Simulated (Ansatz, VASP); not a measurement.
**CaMg6Ni in VASP and in Ansatz**

File INCAR:

```
ALGO     = Normal         # electronic algorithm
EDIFF    = 1E-7           # SCF threshold, eV
ENCUT    = 520            # plane-wave cutoff, eV
GGA      = PE             # functional
ISIF     = 2              # what is computed and relaxed
ISMEAR   = -1             # smearing method
ISPIN    = 2              # spin polarisation
LASPH    = T              # aspherical terms in the spheres
LCHARG   = F              # write CHGCAR
LMAXMIX  = 4              # l up to which the mixer works
LORBIT   = 11             # projections on sites
LREAL    = F              # projectors in reciprocal space
LWAVE    = F              # write WAVECAR
MAGMOM   = 1 0 0 0 0 0 0 0 # initial moments
NBANDS   = 30             # bands
NELM     = 120            # most SCF steps
PREC     = Accurate       # precision mode
SIGMA    = 0.05           # smearing width, eV
```

Contents of KPOINTS:

```
k-points
0
Gamma
  6 5 5
```

Contents of POSCAR:

```
CaMg6Ni
1.0
    4.9562258559      0.0000000000      0.0000000000
    0.0000000000      3.1673267703      5.9682398830
    0.0000000000     -3.1673267703      5.9682398830
Ni Ca Mg
1 1 6
Direct
    0.5000000000      0.6334780000      0.6334780000
    0.0000000000      0.8066560000      0.8066560000
    0.5000000000      0.1813640000      0.1813640000
    0.5000000000      0.6808790000      0.1998830000
    0.5000000000      0.1998830000      0.6808790000
    0.0000000000      0.3411450000      0.3411450000
    0.0000000000      0.8208490000      0.3357450000
    0.0000000000      0.3357450000      0.8208490000
```

input.yaml

```yaml
crystal:
  lattice:
    - [4.9562258559, 0.0, 0.0]
    - [0.0, 3.1673267703, 5.968239883]
    - [0.0, -3.1673267703, 5.968239883]
  atoms:
    - { symbol: Ni, position: [0.5, 0.633478, 0.633478], spin: 1.0 }
    - { symbol: Ca, position: [0.0, 0.806656, 0.806656] }
    - { symbol: Mg, position: [0.5, 0.181364, 0.181364] }
    - { symbol: Mg, position: [0.5, 0.680879, 0.199883] }
    - { symbol: Mg, position: [0.5, 0.199883, 0.680879] }
    - { symbol: Mg, position: [0.0, 0.341145, 0.341145] }
    - { symbol: Mg, position: [0.0, 0.820849, 0.335745] }
    - { symbol: Mg, position: [0.0, 0.335745, 0.820849] }
hamiltonian:
  xc: pbe
  pseudopotentials: { kind: paw }
magnetization:
  spin_polarized: true
kpoints:
  mp_grid: { grid: [6, 5, 5] }
scf:
  occupations: { method: fermi_dirac, width: 0.05 }
output:
  forces: true
  stress: true
  eigenvalues: true
```

Change from the starting cell: volume scaled by 1.04.

Alike in both runs: task single point; functional PBE; k mesh 6 × 5 × 5; occupations fermi-dirac, width 0.05 eV; collinear spin, ferromagnetic start.

```csv
,VASP,Ansatz
version,VASP 6.6.1,Ansatz 0.2.0
potentials or method,"VASP PAW PBE potentials, release 64 (Ni, Ca_sv, Mg)",Ansatz PAW
plane-wave cutoff (eV),520,420
valence electrons in the cell,32,88
```

Ansatz gave:

* gap on the k mesh at the Fermi level (eV): none
* pressure (GPa): -1.2
* largest component of the traceless stress (GPa): 0.29
* rms of the force components (eV/Å): 0.033
* net moment per atom (μB): 0.00

Problem. Which values does VASP return?

Solution. gap on the k mesh at the Fermi level (eV): none; pressure (GPa): -1.2; largest component of the traceless stress (GPa): 0.30; rms of the force components (eV/Å): 0.034; net moment per atom (μB): 0.00.

Atom by atom the forces differ by 0.003 eV/Å (rms over components). A gap of «none» marks a metal or a gap that the smearing closes. The two sets of potentials don't hold the same shells in valence.

Caveats: the starting moments weren't kept (Ansatz).
